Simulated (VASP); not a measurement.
Level of theory: SCAN meta-GGA, VASP's PBE PAW potentials (set 64) (plane waves; VASP).

VASP input:

**KPOINTS**
```
Automatic mesh
0
Gamma
1 1 1
0 0 0
```

INCAR:
```
! general
SYSTEM  = Mo atom
PREC    = Normal
ENCUT   = 520
LREAL   = .FALSE.
LASPH   = .TRUE.
ISYM    = 0

! electronic loop
EDIFF   = 1E-6
NELM    = 200
ALGO    = All
LMAXMIX = 4
LMIXTAU = .TRUE.

! smearing
ISMEAR  = 0
SIGMA   = 0.01

! functional
METAGGA = SCAN

! spin
ISPIN   = 2
MAGMOM  = 6
NUPDOWN = 6

! output
LWAVE   = .FALSE.
LCHARG  = .FALSE.
LORBIT  = 10
```

**POSCAR**
```
Mo atom
1.0
 12.0000000000   0.0000000000   0.0000000000
  0.0000000000  12.5000000000   0.0000000000
  0.0000000000   0.0000000000  13.0000000000
Mo
1
Direct
  0.0000000000   0.0000000000   0.0000000000
```

POTCAR, in this order: Mo_sv (PBE.64 set). Program: vasp_gam. Read from the step before: WAVECAR.

Output

File OUTCAR:
```
 ion  position               nearest neighbor table
   1  0.000  0.000  0.000-
 Subroutine IBZKPT returns following result:
 Found      1 irreducible k-points:

 Following reciprocal coordinates:
            Coordinates               Weight
  0.000000  0.000000  0.000000      1.000000
   k-points           NKPTS =      1   k-points in BZ     NKDIM =      1   number of bands    NBANDS=     14
   number of dos      NEDOS =    301   number of ions     NIONS =      1
   total plane-waves  NPLWV = 392000
   dimension x,y,z NGX =    70 NGY =   70 NGZ =   80
   dimension x,y,z NGXF=   140 NGYF=  140 NGZF=  160
   ions per type =               1
   PREC   = normal    normal or accurate (medium, high low for compatibility)
   ISTART =      1    job   : 0-new  1-cont  2-samecut
   ICHARG =      0    charge: 1-file 2-atom 10-const
   ISPIN  =      2    spin polarized calculation?
   LNONCOLLINEAR =      F non collinear calculations
   LSORBIT =      F    spin-orbit coupling
   INIWAV =      1    electr: 0-lowe 1-rand  2-diag
   ENCUT  =  520.0 eV  38.22 Ry    6.18 a.u.  22.31 23.24 24.17*2*pi/ulx,y,z
   NELM   =    200;   NELMIN=  2; NELMDL=  0     # of ELM steps
   EDIFF  = 0.1E-05   stopping-criterion for ELM
   LREAL  =      F    real-space projection
   NLSPLINE    = F    spline interpolate recip. space projectors
   LMAXMIX     =    4 max onsite mixed and CHGCAR
   VOSKOWN=      0    Vosko Wilk Nusair interpolation
   EDIFFG = 0.1E-04   stopping-criterion for IOM
   NSW    =      0    number of steps for IOM
   NBLOCK =      1;   KBLOCK =      1    inner block; outer block
   IBRION =     -1    ionic relax: 0-MD 1-quasi-New 2-CG
   NFREE  =      0    steps in history (QN), initial steepest desc. (CG)
   ISIF   =      2    stress and relaxation
   ISYM   =      0    0-nonsym 1-usesym 2-fastsym
   TEIN   =    0.0    initial temperature
   TEBEG  =    0.0;   TEEND  =   0.0 temperature during run
   SMASS  =  -3.00    Nose mass-parameter (am)
   PSTRESS=    0.0 pullay stress
   NELECT =      14.0000    total number of electrons
...
```

**OSZICAR**
```
       N       E                     dE             d eps       ncg     rms           ort
SDA:   1    -0.289714486437E+02   -0.28971E+02    0.00000E+00    14   0.889E-01   0.000E+00
CGA:   2    -0.289850264945E+02   -0.13578E-01   -0.13635E-01    14   0.442E-01   0.107E-02
CGA:   3    -0.289929369359E+02   -0.79104E-02   -0.79142E-02    14   0.212E-01   0.783E-04
CGA:   4    -0.289949925713E+02   -0.20556E-02   -0.20767E-02    14   0.623E-02   0.209E-03
CGA:   5    -0.289958726191E+02   -0.88005E-03   -0.87979E-03    14   0.228E-02   0.151E-04
CGA:   6    -0.289962253906E+02   -0.35277E-03   -0.35191E-03    14   0.121E-02  -0.672E-04
CGA:   7    -0.289964050669E+02   -0.17968E-03   -0.18043E-03    14   0.417E-03   0.259E-04
CGA:   8    -0.289964842136E+02   -0.79147E-04   -0.79095E-04    14   0.193E-03   0.165E-04
CGA:   9    -0.289965266571E+02   -0.42444E-04   -0.44433E-04    14   0.969E-04  -0.262E-04
CGA:  10    -0.289965402742E+02   -0.13617E-04   -0.13940E-04    14   0.266E-04   0.243E-05
CGA:  11    -0.289965457793E+02   -0.55052E-05   -0.57412E-05    14   0.112E-04  -0.238E-05
SDA:  12    -0.289965478497E+02   -0.20704E-05   -0.26626E-05    14   0.584E-05  -0.401E-05
CGA:  13    -0.289965489328E+02   -0.10831E-05   -0.10357E-05    14   0.147E-05  -0.294E-06
 trl  14    -0.289965480374E+02    0.89535E-06   -0.47331E-06    14   0.139E-05  -0.195E-05
CGA:  15    -0.289965492136E+02   -0.28079E-06   -0.47331E-06    14   0.418E-06   0.113E-06
   1 F= -.28996549E+02 E0= -.28996549E+02  d E =0.000000E+00  mag=     6.0000
```

OUTCAR:
```
------------------------ aborting loop because EDIFF is reached ----------------------------------------
  FORCE on cell =-STRESS in cart. coord.  units (eV):
  Direction    XX          YY          ZZ          XY          YZ          ZX
  --------------------------------------------------------------------------------------
  Total       -0.0038212      0.0010507      0.0044442      0.0000140     -0.0000919      0.0000428
  in kB       -0.0031396      0.0008633      0.0036515      0.0000115     -0.0000755      0.0000352
  external PRESSURE =       0.0004584 kB  Pullay stress =       0.0000000 kB
  volume of cell :     1950.00
      direct lattice vectors                 reciprocal lattice vectors
    12.000000000  0.000000000  0.000000000     0.083333333  0.000000000  0.000000000
     0.000000000 12.500000000  0.000000000     0.000000000  0.080000000  0.000000000
     0.000000000  0.000000000 13.000000000     0.000000000  0.000000000  0.076923077
 POSITION                                       TOTAL-FORCE (eV/Angst)
 -----------------------------------------------------------------------------------
      0.00000      0.00000      0.00000        -0.000008     -0.000003     -0.000002
 -----------------------------------------------------------------------------------
    total drift:                               -0.000008     -0.000003     -0.000002
  FREE ENERGIE OF THE ION-ELECTRON SYSTEM (eV)
  ---------------------------------------------------
  free  energy   TOTEN  =       -28.9965492136 eV

  energy  without entropy=      -28.9965492136  energy(sigma->0) =      -28.99654921

 total charge

# of ion       s       p       d       tot
------------------------------------------
    1        2.269   5.944   3.997  12.210

 magnetization (x)

# of ion       s       p       d       tot
------------------------------------------
    1        0.274   0.003   3.997   4.273
```
(Selected blocks of OUTCAR.)

File OUTCAR:
```
 val. band max:       -4.6244737751   @ k =   0.0000   0.0000   0.0000

 cond. band min:      -1.1137872179   @ k =   0.0000   0.0000   0.0000


 Fermi energy:        -4.4159313171

 spin component 1

 k-point     1 :       0.0000    0.0000    0.0000
  band No.  band energies     occupation
      1     -66.9031      1.00000
      2     -40.4079      1.00000
      3     -40.4077      1.00000
      4     -40.4076      1.00000
      5      -4.8645      1.00000
      6      -4.6277      1.00000
      7      -4.6270      1.00000
      8      -4.6267      1.00000
      9      -4.6252      1.00000
     10      -4.6245      1.00000
     11      -1.1138      0.00000
     12      -1.1101      0.00000
     13      -1.1062      0.00000
     14       0.0974      0.00000

 Fermi energy:       -36.4574308827

 spin component 2

 k-point     1 :       0.0000    0.0000    0.0000
  band No.  band energies     occupation
      1     -63.5526      1.00000
      2     -36.6638      1.00000
      3     -36.6630      1.00000
      4     -36.6622      1.00000
      5      -0.7136      0.00000
      6       0.1701      0.00000
      7       0.1707      0.00000
      8       0.1765      0.00000
      9       0.1782      0.00000
     10       0.1827      0.00000
     11       0.3635      0.00000
     12       0.7233      0.00000
     13       0.7722      0.00000
     14       0.8319      0.00000
```

The atom may not be in its lowest state.

The cell is a free atom in a box.
